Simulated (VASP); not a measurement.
All values below come from AM05 GGA, VASP's PBE PAW potentials (set 64) (plane waves; VASP).

VASP ran on this input.

KPOINTS:
```
Regular mesh
0
Gamma
14 14 14
```

INCAR:
```
ALGO=Normal
EDIFF=1E-7
ENCUT=520
GGA=AM
ISIF=2
ISMEAR=-5
LASPH=T
LCHARG=T
LMAXMIX=4
LORBIT=11
LREAL=F
LWAVE=F
NEDOS=601
NELM=100
PREC=Accurate
SYSTEM=RuAl
```

POSCAR:
```
RuAl
2.9735360
  0.9999999827   0.0000000000   0.0000000000
  0.0000000000   0.9999999827   0.0000000000
  0.0000000000   0.0000000000   0.9999999827
Al Ru
1 1
Cart
  0.4999999914   0.4999999914   0.4999999914
  0.0000000000   0.0000000000   0.0000000000
```

POTCAR, in this order: Al Ru_pv (PBE.64 set). Program: vasp_std.

The resulting files:

### OUTCAR
```
 ion  position               nearest neighbor table
   1  0.500  0.500  0.500-   2 2.58   2 2.58   2 2.58   2 2.58   2 2.58   2 2.58   2 2.58   2 2.58
  LATTYP: Found a simple cubic cell.
 ALAT       =     2.9735359486
 Subroutine PRICEL returns:
 Original cell was already a primitive cell.
 Subroutine GETGRP returns: Found 48 space group operations
The static configuration has the point symmetry O_h .
The dynamic configuration has the point symmetry O_h .
 Subroutine INISYM returns: Found 48 space group operations
 Subroutine IBZKPT returns following result:
 Found    120 irreducible k-points:

 Following reciprocal coordinates:
            Coordinates               Weight
  0.000000  0.000000  0.000000      1.000000
  0.071429  0.000000  0.000000      6.000000
  0.142857  0.000000  0.000000      6.000000
  0.214286  0.000000  0.000000      6.000000
  0.285714  0.000000  0.000000      6.000000
  0.357143  0.000000  0.000000      6.000000
  0.428571  0.000000  0.000000      6.000000
  0.500000  0.000000  0.000000      3.000000
  0.071429  0.071429  0.000000     12.000000
  0.142857  0.071429  0.000000     24.000000
  0.214286  0.071429  0.000000     24.000000
  0.285714  0.071429  0.000000     24.000000
  0.357143  0.071429  0.000000     24.000000
  0.428571  0.071429  0.000000     24.000000
  0.500000  0.071429  0.000000     12.000000
  0.142857  0.142857  0.000000     12.000000
  0.214286  0.142857  0.000000     24.000000
  0.285714  0.142857  0.000000     24.000000
  0.357143  0.142857  0.000000     24.000000
  0.428571  0.142857  0.000000     24.000000
  0.500000  0.142857  0.000000     12.000000
  0.214286  0.214286  0.000000     12.000000
  0.285714  0.214286  0.000000     24.000000
  0.357143  0.214286  0.000000     24.000000
  0.428571  0.214286  0.000000     24.000000
  0.500000  0.214286  0.000000     12.000000
  0.285714  0.285714  0.000000     12.000000
  0.357143  0.285714  0.000000     24.000000
  0.428571  0.285714  0.000000     24.000000
  0.500000  0.285714  0.000000     12.000000
  0.357143  0.357143  0.000000     12.000000
  0.428571  0.357143  0.000000     24.000000
  0.500000  0.357143  0.000000     12.000000
  0.428571  0.428571  0.000000     12.000000
  0.500000  0.428571  0.000000     12.000000
  0.500000  0.500000  0.000000      3.000000
  0.071429  0.071429  0.071429      8.000000
  0.142857  0.071429  0.071429     24.000000
  0.214286  0.071429  0.071429     24.000000
  0.285714  0.071429  0.071429     24.000000
   k-points           NKPTS =    120   k-points in BZ     NKDIM =    120   number of bands    NBANDS=     12
   number of dos      NEDOS =    601   number of ions     NIONS =      2
   total plane-waves  NPLWV =  13824
   dimension x,y,z NGX =    24 NGY =   24 NGZ =   24
   dimension x,y,z NGXF=    48 NGYF=   48 NGZF=   48
   ions per type =               1   1
   PREC   = accura    normal or accurate (medium, high low for compatibility)
   ISTART =      0    job   : 0-new  1-cont  2-samecut
   ICHARG =      2    charge: 1-file 2-atom 10-const
   ISPIN  =      1    spin polarized calculation?
   LNONCOLLINEAR =      F non collinear calculations
   LSORBIT =      F    spin-orbit coupling
   INIWAV =      1    electr: 0-lowe 1-rand  2-diag
   ENCUT  =  520.0 eV  38.22 Ry    6.18 a.u.   5.53  5.53  5.53*2*pi/ulx,y,z
   NELM   =    100;   NELMIN=  2; NELMDL= -5     # of ELM steps
   EDIFF  = 0.1E-06   stopping-criterion for ELM
   LREAL  =      F    real-space projection
   NLSPLINE    = F    spline interpolate recip. space projectors
   LMAXMIX     =    4 max onsite mixed and CHGCAR
   VOSKOWN=      0    Vosko Wilk Nusair interpolation
...
```

**OSZICAR**
```
       N       E                     dE             d eps       ncg     rms          rms(c)
DAV:   1     0.116048866144E+03    0.11605E+03   -0.94569E+03  2904   0.133E+03
DAV:   2    -0.135101929230E+02   -0.12956E+03   -0.12514E+03  3144   0.353E+02
DAV:   3    -0.159399427367E+02   -0.24297E+01   -0.23843E+01  3412   0.497E+01
DAV:   4    -0.159645739868E+02   -0.24631E-01   -0.24596E-01  3304   0.497E+00
DAV:   5    -0.159651925801E+02   -0.61859E-03   -0.61773E-03  3616   0.677E-01    0.136E+01
DAV:   6    -0.152680918286E+02    0.69710E+00   -0.41446E+00  3048   0.234E+01    0.254E+00
DAV:   7    -0.151859960915E+02    0.82096E-01   -0.31482E-01  3060   0.675E+00    0.219E+00
DAV:   8    -0.151645069047E+02    0.21489E-01   -0.22781E-02  3148   0.144E+00    0.216E-01
DAV:   9    -0.151642613706E+02    0.24553E-03   -0.41072E-04  3380   0.194E-01    0.134E-01
DAV:  10    -0.151642490303E+02    0.12340E-04   -0.33100E-05  3612   0.771E-02    0.959E-03
DAV:  11    -0.151642469098E+02    0.21205E-05   -0.24706E-06  3412   0.203E-02    0.564E-03
DAV:  12    -0.151642469047E+02    0.51168E-08   -0.77735E-08  1828   0.301E-03
   1 F= -.15164247E+02 E0= -.15164247E+02  d E =0.000000E+00
```

**OUTCAR**
```
------------------------ aborting loop because EDIFF is reached ----------------------------------------
  FORCE on cell =-STRESS in cart. coord.  units (eV):
  Direction    XX          YY          ZZ          XY          YZ          ZX
  --------------------------------------------------------------------------------------
  Total       -0.0097291     -0.0097291     -0.0097291      0.0000000      0.0000000      0.0000000
  in kB       -0.5928784     -0.5928784     -0.5928784      0.0000000      0.0000000      0.0000000
  external PRESSURE =      -0.5928784 kB  Pullay stress =       0.0000000 kB
  volume of cell :       26.29
      direct lattice vectors                 reciprocal lattice vectors
     2.973535949  0.000000000  0.000000000     0.336299953  0.000000000  0.000000000
     0.000000000  2.973535949  0.000000000     0.000000000  0.336299953  0.000000000
     0.000000000  0.000000000  2.973535949     0.000000000  0.000000000  0.336299953
 POSITION                                       TOTAL-FORCE (eV/Angst)
 -----------------------------------------------------------------------------------
      1.48677      1.48677      1.48677         0.000000      0.000000      0.000000
      0.00000      0.00000      0.00000         0.000000      0.000000      0.000000
 -----------------------------------------------------------------------------------
    total drift:                                0.000000      0.000000      0.000000
  FREE ENERGIE OF THE ION-ELECTRON SYSTEM (eV)
  ---------------------------------------------------
  free  energy   TOTEN  =       -15.1642469047 eV

  energy  without entropy=      -15.1642469047  energy(sigma->0) =      -15.16424690

 total charge

# of ion       s       p       d       tot
------------------------------------------
    1        0.391   0.427   0.000   0.818
    2        0.339   6.254   6.218  12.812
--------------------------------------------------
tot          0.731   6.681   6.218  13.630
```
(Selected blocks of OUTCAR.)

OUTCAR:
```
 val. band max:       10.8920481550   @ k =   0.4286   0.4286   0.1429

 cond. band min:      10.7907631961   @ k =   0.3571   0.3571   0.2857


 Fermi energy:        10.8347377203

 k-point     1 :       0.0000    0.0000    0.0000
  band No.  band energies     occupation
      1     -30.8490      2.00000
      2     -30.8490      2.00000
      3     -30.8490      2.00000
      4       1.0633      2.00000
      5       7.1557      2.00000
      6       7.1557      2.00000
      7      11.0561     -0.38254
      8      11.0561      0.00000
      9      11.0561      0.00000
     10      17.0221      0.00000
     11      17.0221      0.00000
     12      17.0221      0.00000

 k-point     2 :       0.0714    0.0000    0.0000
  band No.  band energies     occupation
      1     -30.8603      2.00000
      2     -30.8481      2.00000
      3     -30.8481      2.00000
      4       1.1631      2.00000
      5       7.1912      2.00000
      6       7.1922      2.00000
      7      10.9287      0.67172
      8      10.9287      0.36552
      9      11.0686      0.00000
     10      16.5353      0.00000
     11      17.2238      0.00000
     12      17.2238      0.00000

 k-point     3 :       0.1429    0.0000    0.0000
  band No.  band energies     occupation
      1     -30.8920      2.00000
      2     -30.8454      2.00000
      3     -30.8454      2.00000
      4       1.4577      2.00000
      5       7.2739      2.00000
      6       7.2932      2.00000
      7      10.6046      2.03588
      8      10.6046      2.12273
      9      11.1038      0.00000
     10      15.5044      0.00000
     11      17.7713      0.00000
     12      17.7713      0.00000

 k-point     4 :       0.2143    0.0000    0.0000
  band No.  band energies     occupation
      1     -30.9375      2.00000
      2     -30.8415      2.00000
      3     -30.8415      2.00000
      4       1.9332      2.00000
      5       7.3128      2.00000
      6       7.4474      2.00000
...
```

For a metal the tetrahedron method with Blöchl corrections gives inexact stress and forces.

The compound is RuAl in the CsCl type structure. It was relaxed first. The electron count is odd and the run is not spin-polarised, which forces a metal.
